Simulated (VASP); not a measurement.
Set up this calculation in VASP 6.6.1, as the native input.

```yaml
Task: relaxation of cell and atoms
Functional: PBE
Potentials_or_basis: VASP PAW PBE potentials, release 64 (Ti_sv, N)
Cutoff: 600 eV
k_mesh: 18 × 18 × 18
Occupations: gaussian, width 0.1 eV
Spin: no spin polarisation
Further_INCAR_settings: ALGO = Normal; EDIFF = 1e-07; IBRION = 2; EDIFFG = -0.005; NSW = 90; ISIF = 3
```

The structure of TiN lies in POSCAR:

```
TiN
1.0
    0.0000000000      2.1206234500      2.1206234500
    2.1206234500      0.0000000000      2.1206234500
    2.1206234500      2.1206234500      0.0000000000
Ti N
1 1
Direct
    0.0000000000      0.0000000000      0.0000000000
    0.5000000000      0.5000000000      0.5000000000
```

The cell is a database's computed one.

These files were run (other wordings do the same):

INCAR

```
PREC = Accurate
ENCUT = 600
EDIFF = 1E-7
ISMEAR = 0
SIGMA = 0.1
LREAL = F
LASPH = T
NELM = 80
ALGO = Normal
ISIF = 3
LWAVE = F
LCHARG = F
GGA = PE
IBRION = 2
NSW = 90
EDIFFG = -0.005
```

KPOINTS

```
regular mesh
0
Gamma
  18 18 18
```

Potentials or basis: VASP PAW PBE potentials, release 64 (Ti_sv, N).

Command:

```console
$ cat potpaw_PBE.64/Ti_sv/POTCAR potpaw_PBE.64/N/POTCAR > POTCAR
$ mpirun -np 1 vasp_std > vasp.out
```

Results of the run:

The relaxed volume is 9.59 Å³/atom, the relaxed cell is a = 3.004 Å, b = 3.004 Å, c = 3.004 Å, α = 60.00°, β = 60.00°, γ = 60.00° and the space group after relaxing (to 0.05 Å) is Fm-3m (No. 225). The energy gained by relaxing is 0.2 meV/atom, the ionic steps are 3 and the pressure after relaxing is 0.0 GPa. The band gap on the k mesh is none (metal or under the smearing width).

Wall time 41 s on 1 thread of Intel(R) Xeon(R) 6975P-C (Granite Rapids) (shared host), peak memory 0.19 GiB.
